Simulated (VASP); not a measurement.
Given:

```
O2Si
1.0
    4.06582     0.00000     0.00000
    0.00000     4.06582     0.00000
    0.00000     0.00000     2.63139
Si O
2 4
Direct
  0.00000   0.00000   0.00000
  0.50000   0.50000   0.50000
  0.30363   0.30363   0.00000
  0.80363   0.19637   0.50000
  0.19637   0.80363   0.50000
  0.69637   0.69637   0.00000
```

All values below come from LDA (Ceperley-Alder, Perdew-Zunger), VASP's LDA PAW potentials (set 64) (plane waves; VASP). Numerical set-up: 620 eV cut-off, 6×6×8 Γ-centred mesh, Gaussian smearing of 0.050 eV, potentials Si O.

Energy and stress use the plane-wave basis of the starting cell.

### Question
The ions, cell shape and volume at an external pressure of 30.0 GPa are relaxed. Predict the relaxed structure.

### Answer

```
O2Si
1.0
    4.03140     0.00000     0.00000
    0.00000     4.03140     0.00000
    0.00000     0.00000     2.61290
Si O
2 4
Cartesian
  0.00000   0.00000   0.00000
  2.01570   2.01570   1.30645
  1.22153   1.22153   0.00000
  3.23723   0.79417   1.30645
  0.79417   3.23723   1.30645
  2.80987   2.80987   0.00000
```
Space group P4_2/mnm (136), at a tolerance of 0.03 Å.

### Question
How do energy and volume change from the first to the last step?

### Answer
The energy (σ→0) changes by +26.8 meV/atom and the volume by -2.4 %, in 6 ionic steps.

The compound is SiO2 in the rutile structure, stishovite, a high-pressure form. This run relaxes it under an external pressure of 30 GPa. Symmetry was kept, so distortions that lower it aren't found.
